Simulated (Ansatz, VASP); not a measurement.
# Ge (Germanium): VASP beside Ansatz, part 2 of 2

Aim: how closely do two programs agree when they are given the same cell, functional and k mesh? The cell is taken from a series of runs on this material, whose earlier steps may have relaxed, scaled, displaced or heated it; both programs get it as it stands.

VASP 6.6.1 and Ansatz 0.2.0.

So far: Starting point; VASP: zone-centre phonons, PBEsol.

### 2. VASP: zone-centre phonons, PBEsol (continued)

Level of this step: PBEsol; plane waves and PAW (Ge_d) (VASP).

Numbers of over 12 decimals in the logs are rounded to 6 here.

OUTCAR, selected parts (step 2):

```text
ion  position               nearest neighbor table
   1  0.500  0.500  0.500-   2 2.51   2 2.51   2 2.51   2 2.51
   2  0.750  0.750  0.750-   1 2.51   1 2.51   1 2.51   1 2.51

  LATTYP: Found a trigonal (rhomboedric) cell.
 ALAT       =     4.0905941326
 COS(alpha) =     0.4993480779

 Subroutine GETGRP returns: Found 12 space group operations
 (whereof  6 operations were pure point group operations)

The static configuration has the point symmetry C_3v.
 The point group associated with its full space group is D_3d.

   k-points           NKPTS =   1728   k-points in BZ     NKDIM =   1728   number of bands    NBANDS=     20

   dimension x,y,z NGX =    30 NGY =   30 NGZ =   30
   dimension x,y,z NGXF=    60 NGYF=   60 NGZF=   60

   ENCUT  =  500.0 eV  36.75 Ry    6.06 a.u.   7.46  7.46  7.46*2*pi/ulx,y,z

   NELECT =      28.0000    total number of electrons

 k-points in reciprocal lattice and weights: Points of the shifted mesh
   0.04166667  0.04166667  0.04166667       0.001
   0.04166667  0.04166667  0.12500000       0.001
   0.04166667  0.04166667  0.20833333       0.001
   0.04166667  0.04166667  0.29166667       0.001
   0.04166667  0.04166667  0.37500000       0.001
   0.04166667  0.04166667  0.45833333       0.001
   0.04166667  0.04166667  0.54166667       0.001
   0.04166667  0.04166667  0.62500000       0.001
   0.04166667  0.04166667  0.70833333       0.001
[...]
0.95833333  0.95833333  0.87500000       0.001
   0.95833333  0.95833333  0.95833333       0.001

 average (electrostatic) potential at core
       1 -74.7457       2 -74.7457

  Total       -1.0682841     -1.0682841     -1.0682841     -0.0000361     -0.0000361     -0.0000361
  in kB      -35.3288016    -35.3288016    -35.3288016     -0.0011934     -0.0011934     -0.0011934
  external PRESSURE =     -35.3288016 kB  Pullay stress =       0.0000000 kB

  energy-cutoff  :      500.00
  volume of cell :       48.45
      direct lattice vectors                 reciprocal lattice vectors
    -0.001885369  2.892486543  2.892486543    -0.172692732  0.172805369  0.172805369
     2.892486543 -0.001885369  2.892486543     0.172805369 -0.172692732  0.172805369
     2.892486543  2.892486543 -0.001885369     0.172805369  0.172805369 -0.172692732

 POSITION                                       TOTAL-FORCE (eV/Angst)
 -----------------------------------------------------------------------------------
      2.89104      2.89104      2.89104         0.000041      0.000041      0.000041
      4.33781      4.33781      4.33781        -0.000041     -0.000041     -0.000041
 -----------------------------------------------------------------------------------
    total drift:                                0.000000      0.000000      0.000000

 Eigenvectors and eigenvalues of the dynamical matrix
 ----------------------------------------------------

   1 f  =    8.101804 THz    50.905133 2PiTHz  270.247076 cm-1    33.506352 meV
             X         Y         Z           dx          dy          dz
      2.891045  2.891045  2.891045     0.408248    0.408248    0.408248
      4.337815  4.337815  4.337815    -0.408248   -0.408248   -0.408248

   2 f  =    7.356323 THz    46.221138 2PiTHz  245.380511 cm-1    30.423292 meV
             X         Y         Z           dx          dy          dz
      2.891045  2.891045  2.891045    -0.500000    0.500000   -0.000000
      4.337815  4.337815  4.337815     0.500000   -0.500000   -0.000000

   3 f  =    7.356323 THz    46.221138 2PiTHz  245.380511 cm-1    30.423292 meV
             X         Y         Z           dx          dy          dz
      2.891045  2.891045  2.891045     0.288675    0.288675   -0.577350
      4.337815  4.337815  4.337815    -0.288675   -0.288675    0.577350

   4 f/i=    0.000000 THz     0.000000 2PiTHz    0.000002 cm-1     0.000000 meV
             X         Y         Z           dx          dy          dz
      2.891045  2.891045  2.891045     0.441725   -0.421407   -0.356785
      4.337815  4.337815  4.337815     0.441725   -0.421407   -0.356785

   5 f/i=    0.000000 THz     0.000001 2PiTHz    0.000003 cm-1     0.000000 meV
             X         Y         Z           dx          dy          dz
      2.891045  2.891045  2.891045     0.544625    0.407744    0.192688
      4.337815  4.337815  4.337815     0.544625    0.407744    0.192688

   6 f/i=    0.000000 THz     0.000001 2PiTHz    0.000004 cm-1     0.000001 meV
             X         Y         Z           dx          dy          dz
      2.891045  2.891045  2.891045    -0.090901    0.395172   -0.579289
      4.337815  4.337815  4.337815    -0.090901    0.395172   -0.579289

 ELASTIC MODULI CONTR FROM IONIC RELAXATION (kBar)
 Direction    XX          YY          ZZ          XY          YZ          ZX
 --------------------------------------------------------------------------------
 XX          -5.5414      2.7528      2.7528      9.9291    -25.8770     18.2394
 YY           2.7528     -5.5414      2.7528     18.2394      9.9291    -25.8770
 ZZ           2.7528      2.7528     -5.5414    -25.8770     18.2394      9.9291
 XY           9.9291     18.2394    -25.8770   -181.5600     17.2174     17.2174
 YZ         -25.8770      9.9291     18.2394     17.2174   -181.5600     17.2174
 ZX          18.2394    -25.8770      9.9291     17.2174     17.2174   -181.5600
 --------------------------------------------------------------------------------
```

### 3. Ansatz: zone-centre phonons, PBEsol

Ansatz runs on its PAW soft_1 files.

The same cell, functional, mesh and smearing now go to Ansatz, which takes its cutoff from its data sets.

input.yaml reads:

```yaml
crystal:
  lattice:
    - [-0.0018853691, 2.892486543, 2.892486543]
    - [2.892486543, -0.0018853691, 2.892486543]
    - [2.892486543, 2.892486543, -0.0018853691]
  atoms:
    - { symbol: Ge, position: [0.4999136835, 0.4999136835, 0.4999136835] }
    - { symbol: Ge, position: [0.7500863165, 0.7500863165, 0.7500863165] }
kpoints:
  mp_grid: { grid: [12, 12, 12], shift: [0.5, 0.5, 0.5] }
hamiltonian:
  xc: pbesol
  pseudopotentials: { kind: paw, azcp: { folder: soft_1 }, xc_functional: pbe }
scf:
  occupations: { method: gaussian, width: 0.015 }
output:
  eigenvalues: true
phonons:
  method: dfpt
```

Launch:

```bash
ansatz run input.yaml --threads 4 --pin off --max-ram 10240MiB --backend cpu --events-out ev --progress --plain --runs-dir out
```

The program printed:

```text
Engine: ansatz 0.2.0, aarch64-unknown-linux-gnu
Pseudopotentials: kind: paw
Pseudopotential: Ge, paw, valence charge 14, recommended cutoff 420 eV (normal), soft_1/Ge.paw.azcp
Functional definition: PBEsol
  exchange = pbesol_x
  correlation = pbesol_c
Crystal: 2 atoms, lattice volume = 48.447 Å³
Basis set: ecut = 420 eV, 941 PW (Γ), exchange–correlation on 64×64×64 points (8 copies of the dense FFT grid, shifted against one another)
Bands: 18, of which v1, the nominal top of the filled ones, is band 14 counted from 1 (13 counted from 0)
Symmetry: 12 space group operations
k-points: 468 of 1728 (irreducible under 2 space group operations, time reversal used)
Non-local potential: Ge, projectors of the file, l = 0: 2, l = 1: 2, l = 2: 3, l = 3: 1
PAW form: soft (Blöchl's): semilocal exchange-correlation on the pseudo side does not see the compensation charge
PAW frozen core: Ge, regenerated for the run's functional, and the local potential with it (the file was generated under x = pbe(κ = 0.804, μ = 0.219515), c = pbe(β = 0.066725))
PAW one-centre angular grid: Ge, 590 points (default); XC on 64 Gauss nodes
Initial density: superposition of atomic densities (chi_scale 0.1, normalization cell)
Initial wavefunctions: pseudopotential atomic-orbital guess
Functional: x = pbesol(κ = 0.804, μ = 0.123457), c = pbesol(β = 0.046)
SCF iter   1: F=—  HF=-8507.037824 eV  |F-HF|=—  |Δ(HF+E_count)|=         —  Δρ=3.22e-2  dr2=4.01e-1  ethr=3.10e-3  ⟨swp⟩=6.0  Hψ=38217  notcnv=0
preconditioner: auto → none  [insulator: Δε(μ)=0.052 eV  Ē_g=22.995 eV  σ=0.015 eV  W_gap=0.99  n_scr=14 (ndim 8)  ℏωp=28.2 eV  f_vac=0.000  D(μ)=0.01/eV (n_scr^D=0)  ε∞_Penn≈2.5]
SCF iter   2: F=—  HF=-8506.983057 eV  |F-HF|=—  |Δ(HF+E_count)|=   5.48e-2  Δρ=1.56e-2  dr2=7.83e-2  ethr=1.43e-3  ⟨swp⟩=2.0  Hψ=13770  notcnv=0
SCF iter   3: F=—  HF=-8506.976402 eV  |F-HF|=—  |Δ(HF+E_count)|=   6.66e-3  Δρ=1.11e-3  dr2=1.81e-4  ethr=2.80e-4  ⟨swp⟩=2.0  Hψ=10440  notcnv=0
SCF iter   4: F=—  HF=-8506.976711 eV  |F-HF|=—  |Δ(HF+E_count)|=   3.09e-4  Δρ=3.67e-4  dr2=2.77e-5  ethr=6.45e-7  ⟨swp⟩=2.0  Hψ=16738  notcnv=0
SCF iter   5: F=—  HF=-8506.976697 eV  |F-HF|=—  |Δ(HF+E_count)|=   1.38e-5  Δρ=6.25e-5  dr2=1.41e-6  ethr=9.88e-8  ⟨swp⟩=2.0  Hψ=14977  notcnv=0
SCF iter   6: F=—  HF=-8506.976694 eV  |F-HF|=—  |Δ(HF+E_count)|=   3.79e-6  Δρ=8.59e-6  dr2=3.92e-8  ethr=5.02e-9  ⟨swp⟩=2.0  Hψ=14977  notcnv=0
SCF iter   7: F=—  HF=-8506.976694 eV  |F-HF|=—  |Δ(HF+E_count)|=   1.52e-8  Δρ=1.68e-6  dr2=1.90e-9  ethr=1.40e-10  ⟨swp⟩=2.0  Hψ=14977  notcnv=0
SCF iter   8: F=—  HF=-8506.976694 eV  |F-HF|=—  |Δ(HF+E_count)|=  9.86e-10  Δρ=4.56e-7  dr2=6.85e-11  ethr=6.79e-12  ⟨swp⟩=2.0  Hψ=14977  notcnv=0
SCF iter   9: F=-8506.976694 eV  HF=-8506.976694 eV  |F-HF|=3.64e-12  |Δ(HF+E_count)|=  7.64e-11  Δρ=6.97e-8  dr2=1.56e-12  ethr=1.00e-12  ⟨swp⟩=5.9  Hψ=32262  notcnv=0
SCF 1 converged in 9 iterations: F = -8506.976694 eV  dr2 = 1.56e-12
  greatest PAW one-centre occupation: 0.998 electrons in one spin orbital (limit 2), on the Ge atom at site 1 (counted from 0), in its partial waves of l = 2
DFPT response loops at Γ: preconditioner auto → Kerker (q_TF=auto, 2.490 Å⁻¹) (partly filled bands, converged f_vac=0.080); β = 1.00, the filter's whole step (`scf.mixing.beta` (0.50) is not read by the response loops under this deck's `scf.mixing.preconditioner`; to damp them name `kerker` or `kerker_dos`, under which they read `scf.mixing.beta`, and type it under 1.00, their step now; both keys bind the ground state too); Broyden in place of MSR1
SCF converged after 9 iterations
Free energy (F): -8506.976694 eV
Harris-Foulkes:  -8506.976694 eV  (|F-HF|=3.64e-12)
Internal energy: -8506.976674 eV  (E = F + TS)
E sigma→0 (E₀):  -8506.976684 eV
Entropy (-TS):   -0.000020 eV (-0.010 meV/atom)
Fermi energy:    7.499671 eV
--- Per-component energies (eV) ---
  E_band       = -324.877160
  E_kinetic    = 184.041084
  E_local      = -4600.627651  (includes V_loc(G=0)·N_el)
  E_nonlocal   = 437.895690
  E_hartree    = 2182.537392
  E_xc         = -141.402015
  E_vxc        = -129.265551  (∫ρ·V_xc dr)
  E_paw        = -3944.040597  (= ΣΔE_a)
  E_vpaw       = -581.995576  (= ΣTr[D̂ρ^β])
  E_aug_tail   = 0.000034  (compensation charges beyond the density's cutoff)
  E_ewald      = -2627.216486
  E_core_change = 1.835876  (= ΣΔE_core)
  E_smearing   = -0.000020  (= −TS)
  E_closure    = 0.000000  (closes the sum)
  Σ components = -8506.976694   (vs F -8506.976694, Δ=0.00e0)
--- Band table (eV; the first three rows and the last of 468) ---
  k-point 0: bands = [... 10 lower, -4.7292, 6.4966, 7.4996, 7.4996, 7.8641, 10.0936, 10.0936, 10.1109]
  k-point 1: bands = [... 10 lower, -4.6232, 5.4491, 7.0702, 7.4290, 8.3889, 10.2071, 10.2576, 10.7406]
  k-point 2: bands = [... 10 lower, -4.3625, 4.0267, 6.6530, 7.1335, 8.3795, 10.6020, 10.8139, 11.7228]
  k-point 467: bands = [... 10 lower, -2.8045, 0.2248, 5.9855, 6.1948, 7.7431, 11.1527, 11.2915, 14.5552]
--- Phonons (Γ-DFPT): 1 representative perturbation + reference, on 468 of 1728 k-points (Σ response iterations 3) ---
  k mesh reduced under 2 symmetry operations, with k and −k counted as one. Each operation leaves every solved perturbation unchanged. A smaller set is not used because it would not reduce the number of displacements times k-points to solve
  ASR residual: 1.039e-5 → 0.000e0 eV/Å²; symmetrization residual: 1.830e-12 eV/Å²
  ASR residual per site (eV/Å²): 1.04e-5 1.04e-5
  Γ frequencies (cm⁻¹): 0.00 0.00 0.00 239.03 239.03 271.00
  non-analytic LO–TO correction: not included (Born effective charges unavailable; polar crystals: no LO–TO splitting at Γ)
```

The column dr2 measures how far the density is from self-consistency, as an energy; F and HF (Harris–Foulkes) agree once it is small.

### 4. Side by side

Known differences besides the potentials themselves: the cutoff is 420 eV in Ansatz and 500 eV in VASP; Ansatz makes its cores anew for this functional, VASP keeps those of its PBE data sets. Total energies have different zeros and are not compared.

Both answers:

```csv
quantity,Ansatz,VASP,difference
optical mode 1 to 2 (cm⁻¹),239.0,245.4,-2.59 %
optical mode 3 (cm⁻¹),271.0,270.2,+0.28 %
```

Modes are paired by rising frequency, not by their patterns, so a pair may set unlike modes beside each other; they are those without the splitting of longitudinal modes.

### 5. What came out

```
r.m.s. difference of the optical zone-centre modes, each program's sorted by frequency (zone-centre phonons, PBEsol) : 5.2 cm⁻¹
difference in optical mode 1 to 2 (zone-centre phonons, PBEsol)                                                      : -2.6 %
```

The r.m.s. difference of the optical zone-centre modes, each program's sorted by frequency is 5.2 cm⁻¹ (zone-centre phonons, PBEsol). Among the rows given in per cent, the largest difference of the zone-centre phonons, PBEsol pair is in optical mode 1 to 2, -2.6 %. How closely two codes agree says nothing of how well the functional describes the real material.

[Lines on the potential files, build, host, timing and source positions are cut from VASP's logs without a mark.]

[Logs are printed without paths, hosts, clocks, repeated set-up lines and the standing remarks that a program may print on its own settings, such as how far it seeks lower states.]

[Hosts, paths, dates, database ids (printed as entryN), source tags and the programs' standing remarks are cut or masked in the printed files.]
